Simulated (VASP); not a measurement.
The system is Ta2SiN2.

```
CELL_PARAMETERS angstrom
3.55000 0.00000 0.00000
-1.77500 3.07439 0.00000
0.00000 0.00000 12.10000
ATOMIC_POSITIONS crystal
Ta 0.66667 0.33333 0.11000
Ta 0.33333 0.66667 0.89000
Ta 0.33333 0.66667 0.61000
Ta 0.66667 0.33333 0.39000
Si 0.00000 0.00000 0.25000
Si 0.00000 0.00000 0.75000
N 0.66667 0.33333 0.93500
N 0.33333 0.66667 0.06500
N 0.33333 0.66667 0.43500
N 0.66667 0.33333 0.56500
```

The cell was built by a generator and needn't be a form met in nature.

| Quantity | Value |
| --- | --- |
| Program | VASP 6.6.1 |
| Task | relaxation of cell and atoms |
| Functional | PBE |
| Potentials or basis | VASP PAW PBE potentials, release 64 (Ta_pv, Si, N) |
| Cutoff | 520 eV |
| k mesh | 5 × 5 × 2 |
| Occupations | gaussian, width 0.15 eV |
| Spin | no spin polarisation |

At the start: pressure 2.8 GPa; volume 13.21 Å³/atom.

Question: How do energy, volume and symmetry change on relaxing?

Answer: Over 7 steps the energy falls by 36.7 meV/atom and the volume is 13.46 Å³/atom (+1.9 %); space group P6_3/mmc (No. 194, to 0.05 Å).

Step by step:
```tsv
step	energy change (eV)	largest force (eV/Å)	pressure (GPa)	volume (Å³)
1	0.0000	0.8538	2.82	132.06
2	-0.2940	0.3804	-3.56	136.42
3	-0.2976	0.2698	-3.03	135.95
4	-0.2962	0.4803	4.85	131.94
5	-0.3353	0.3685	0.77	133.93
6	-0.3588	0.1925	0.39	134.26
7	-0.3668	0.0747	0.08	134.62
```

Final structure:
```xyz
10
Lattice="3.4839 0.0000 0.0000 -1.7419 3.0171 0.0000 0.0000 0.0000 12.8068" Properties=species:S:1:pos:R:3 pbc="T T T"
Ta    1.7419    1.0057    1.3593
Ta    0.0000    2.0114   11.4475
Ta    0.0000    2.0114    7.7627
Ta    1.7419    1.0057    5.0441
Si    0.0000    0.0000    3.2017
Si    0.0000    0.0000    9.6051
N     1.7419    1.0057   11.9723
N     0.0000    2.0114    0.8346
N     0.0000    2.0114    5.5689
N     1.7419    1.0057    7.2380
```

Caveat: the k mesh is coarse (spacing up to 0.41 Å⁻¹), so the values aren't converged.
